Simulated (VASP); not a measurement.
Level of theory: MS2 meta-GGA, VASP's PBE PAW potentials (set 64) (plane waves; VASP).

A VASP calculation is set up with these files.

**INCAR**
```
NSW  =  60
SIGMA  =  0.1
LASPH  =  .True.   ! aspherical one-centre terms
ISMEAR  =  1   ! Methfessel-Paxton
LMIXTAU  =  .True.
NELM  =  100   ! most electronic steps
ISIF  =  3   ! ions, shape and volume
LREAL  =  .False.   ! projection in real space or not
LCHARG  =  .False.
SYSTEM  =  CoGa
LWAVE  =  .False.
METAGGA  =  MS2
EDIFFG  =  -0.01   ! ionic stop
IBRION  =  2   ! conjugate gradients
PREC  =  Accurate
LMAXMIX  =  4   ! l cut-off of mixed one-centre charges
EDIFF  =  1E-6   ! SCF stop (eV)
ALGO  =  Normal
ENCUT  =  520   ! plane-wave cut-off (eV)
```

POSCAR:
```
CoGa
1
    2.8800000000     0.0000000000     0.0000000000
    0.0000000000     2.8800000000     0.0000000000
    0.0000000000     0.0000000000     2.8800000000
Ga Co
1 1
Direct
  0.5000000000   0.5000000000   0.5000000000
  0.0000000000   0.0000000000   0.0000000000
```

KPOINTS:
```
Automatic mesh
0
Gamma
11 11 11
0 0 0
```

POTCAR, in this order: Ga_d Co (PBE.64 set). Program: vasp_std.

Output

**OSZICAR**
```
       N       E                     dE             d eps       ncg     rms          rms(c)
DAV:   1     0.902746194376E+02    0.90275E+02   -0.10465E+04  1752   0.254E+03
DAV:   2    -0.213176823476E+02   -0.11159E+03   -0.10911E+03  1722   0.363E+02
DAV:   3    -0.271224709861E+02   -0.58048E+01   -0.57774E+01  1974   0.884E+01
DAV:   4    -0.272106354467E+02   -0.88164E-01   -0.88147E-01  2274   0.103E+01
DAV:   5    -0.272128805664E+02   -0.22451E-02   -0.22451E-02  2146   0.138E+00    0.209E+01
DAV:   6    -0.296766920711E+02   -0.24638E+01   -0.17517E+02  1794   0.186E+02    0.362E+01
DAV:   7    -0.153673638659E+02    0.14309E+02   -0.37882E+01  1771   0.111E+02    0.737E+00
DAV:   8    -0.147301675940E+02    0.63720E+00   -0.40238E+00  1988   0.260E+01    0.293E+00
DAV:   9    -0.147595738327E+02   -0.29406E-01   -0.23702E-01  1951   0.634E+00    0.154E+00
DAV:  10    -0.147672369774E+02   -0.76631E-02   -0.37856E-02  1963   0.287E+00    0.627E-01
DAV:  11    -0.147675601175E+02   -0.32314E-03   -0.24327E-02  1869   0.222E+00    0.214E-01
DAV:  12    -0.147671934810E+02    0.36664E-03   -0.13546E-03  2089   0.526E-01    0.177E-01
DAV:  13    -0.147684672727E+02   -0.12738E-02   -0.39220E-03  1722   0.927E-01    0.480E-02
DAV:  14    -0.147676516643E+02    0.81561E-03   -0.89391E-04  1785   0.390E-01    0.461E-02
DAV:  15    -0.147674475345E+02    0.20413E-03   -0.15423E-04  1848   0.149E-01    0.245E-02
DAV:  16    -0.147674188183E+02    0.28716E-04   -0.42132E-05  1827   0.950E-02    0.746E-03
DAV:  17    -0.147674093642E+02    0.94541E-05   -0.51855E-06  1935   0.348E-02    0.120E-03
DAV:  18    -0.147674060130E+02    0.33512E-05   -0.94731E-07  1001   0.146E-02    0.165E-03
DAV:  19    -0.147674056334E+02    0.37964E-06   -0.19778E-07   889   0.689E-03
   1 F= -.14767406E+02 E0= -.14767480E+02  d E =-.147674E+02
       N       E                     dE             d eps       ncg     rms          rms(c)
DAV:   1    -0.172120003992E+02   -0.24446E+01   -0.30263E+01  1722   0.999E+01    0.119E+01
DAV:   2    -0.165950315443E+02    0.61697E+00   -0.23104E+01  1702   0.798E+01    0.947E+00
DAV:   3    -0.149638652208E+02    0.16312E+01   -0.88654E+00  1771   0.521E+01    0.299E+00
DAV:   4    -0.148007300263E+02    0.16314E+00   -0.33850E-01  2303   0.794E+00    0.113E+00
DAV:   5    -0.147852215366E+02    0.15508E-01   -0.16594E-01  1834   0.668E+00    0.907E-01
DAV:   6    -0.147711099717E+02    0.14112E-01   -0.75132E-02  1701   0.442E+00    0.828E-02
DAV:   7    -0.147712934475E+02   -0.18348E-03   -0.26085E-03  1940   0.797E-01    0.103E-01
DAV:   8    -0.147715122512E+02   -0.21880E-03   -0.10691E-03  1964   0.542E-01    0.272E-02
DAV:   9    -0.147714385376E+02    0.73714E-04   -0.12408E-04  2188   0.176E-01    0.656E-03
DAV:  10    -0.147714900005E+02   -0.51463E-04   -0.41932E-05  2244   0.105E-01    0.818E-03
DAV:  11    -0.147715116977E+02   -0.21697E-04   -0.11376E-05  1753   0.482E-02    0.729E-03
DAV:  12    -0.147714942596E+02    0.17438E-04   -0.44970E-06  1497   0.313E-02    0.801E-04
DAV:  13    -0.147714932005E+02    0.10591E-05   -0.30391E-07   896   0.966E-03    0.121E-03
DAV:  14    -0.147714883682E+02    0.48323E-05   -0.92992E-08   875   0.473E-03    0.431E-04
DAV:  15    -0.147714881178E+02    0.25043E-06   -0.33980E-08   861   0.261E-03
   2 F= -.14771488E+02 E0= -.14771404E+02  d E =-.408248E-02
       N       E                     dE             d eps       ncg     rms          rms(c)
DAV:   1    -0.153571469889E+02   -0.58566E+00   -0.72538E+00  1694   0.554E+01    0.549E+00
DAV:   2    -0.153519231195E+02    0.52239E-02   -0.65040E+00  1708   0.377E+01    0.527E+00
DAV:   3    -0.148427622688E+02    0.50916E+00   -0.25133E+00  1766   0.238E+01    0.150E+00
DAV:   4    -0.148054678126E+02    0.37294E-01   -0.68227E-02  2136   0.410E+00    0.527E-01
DAV:   5    -0.147991887510E+02    0.62791E-02   -0.40653E-02  1841   0.340E+00    0.293E-01
DAV:   6    -0.147971593150E+02    0.20294E-02   -0.15472E-02  1701   0.205E+00    0.108E-01
DAV:   7    -0.147967831571E+02    0.37616E-03   -0.20690E-03  1708   0.701E-01    0.477E-02
DAV:   8    -0.147966462753E+02    0.13688E-03   -0.34554E-04  1899   0.306E-01    0.169E-02
DAV:   9    -0.147965971859E+02    0.49089E-04   -0.54752E-05  2086   0.107E-01    0.209E-03
DAV:  10    -0.147965949747E+02    0.22112E-05   -0.12066E-05  2125   0.540E-02    0.443E-03
DAV:  11    -0.147965990759E+02   -0.41012E-05   -0.22955E-06  1540   0.218E-02    0.377E-03
DAV:  12    -0.147966065357E+02   -0.74598E-05   -0.91878E-07   840   0.149E-02    0.348E-04
DAV:  13    -0.147966070291E+02   -0.49337E-06   -0.61509E-08   840   0.368E-03
   3 F= -.14796607E+02 E0= -.14796631E+02  d E =-.292014E-01
       N       E                     dE             d eps       ncg     rms          rms(c)
DAV:   1    -0.147994419535E+02   -0.28354E-02   -0.33946E-02  1715   0.361E+00    0.387E-01
DAV:   2    -0.147991730498E+02    0.26890E-03   -0.29838E-02  1708   0.264E+00    0.373E-01
DAV:   3    -0.147967296681E+02    0.24434E-02   -0.11577E-02  1765   0.172E+00    0.977E-02
DAV:   4    -0.147965210812E+02    0.20859E-03   -0.34578E-04  2197   0.282E-01    0.334E-02
DAV:   5    -0.147965439024E+02   -0.22821E-04   -0.22750E-04  1841   0.256E-01    0.268E-02
DAV:   6    -0.147965503190E+02   -0.64166E-05   -0.11787E-04  1701   0.174E-01    0.898E-03
DAV:   7    -0.147965530872E+02   -0.27682E-05   -0.77050E-06  1715   0.436E-02    0.177E-03
DAV:   8    -0.147965631042E+02   -0.10017E-04   -0.37661E-07   840   0.100E-02    0.131E-03
DAV:   9    -0.147965655171E+02   -0.24129E-05   -0.26736E-07   840   0.858E-03    0.294E-04
DAV:  10    -0.147965643916E+02    0.11255E-05   -0.53958E-08   840   0.337E-03    0.223E-04
DAV:  11    -0.147965645246E+02   -0.13298E-06   -0.20302E-08   840   0.189E-03
   4 F= -.14796565E+02 E0= -.14796583E+02  d E =-.291589E-01
```

### OUTCAR
```
------------------------ aborting loop because EDIFF is reached ----------------------------------------
  FORCE on cell =-STRESS in cart. coord.  units (eV):
  Direction    XX          YY          ZZ          XY          YZ          ZX
  --------------------------------------------------------------------------------------
  Total       -0.0088761     -0.0088761     -0.0088761     -0.0000000     -0.0000000      0.0000000
  in kB       -0.6249669     -0.6249669     -0.6249669     -0.0000000     -0.0000000      0.0000000
  external PRESSURE =      -0.6249669 kB  Pullay stress =       0.0000000 kB
  volume of cell :       22.75
      direct lattice vectors                 reciprocal lattice vectors
     2.833729844  0.000000000 -0.000000000     0.352891791 -0.000000000 -0.000000000
     0.000000000  2.833729844 -0.000000000    -0.000000000  0.352891791 -0.000000000
     0.000000000  0.000000000  2.833729844     0.000000000  0.000000000  0.352891791
 POSITION                                       TOTAL-FORCE (eV/Angst)
 -----------------------------------------------------------------------------------
      1.41686      1.41686      1.41686         0.000000      0.000000      0.000000
      0.00000      0.00000      0.00000        -0.000000     -0.000000      0.000000
 -----------------------------------------------------------------------------------
    total drift:                                0.000000      0.000000     -0.000000
  FREE ENERGIE OF THE ION-ELECTRON SYSTEM (eV)
  ---------------------------------------------------
  free  energy   TOTEN  =       -14.7965645246 eV

  energy  without entropy=      -14.7966197072  energy(sigma->0) =      -14.79658292

 reached required accuracy - stopping structural energy minimisation
```
(Selected blocks of OUTCAR.)

### CONTCAR
```
CoGa
   1.00000000000000
     2.8337298440993930    0.0000000000000000   -0.0000000000000000
     0.0000000000000000    2.8337298440993930   -0.0000000000000000
     0.0000000000000000    0.0000000000000000    2.8337298440993930
  Ga              Co
     1     1
Direct
     0.5000000000000000    0.5000000000000000    0.5000000000000000
     0.0000000000000000    0.0000000000000000    0.0000000000000000
```

Energy and stress use the plane-wave basis of the starting cell.

The compound is CoGa in the CsCl type structure. This run relaxes it. Symmetry was kept, so distortions that lower it aren't found. The run is not spin-polarised, so no magnetic state was tried.
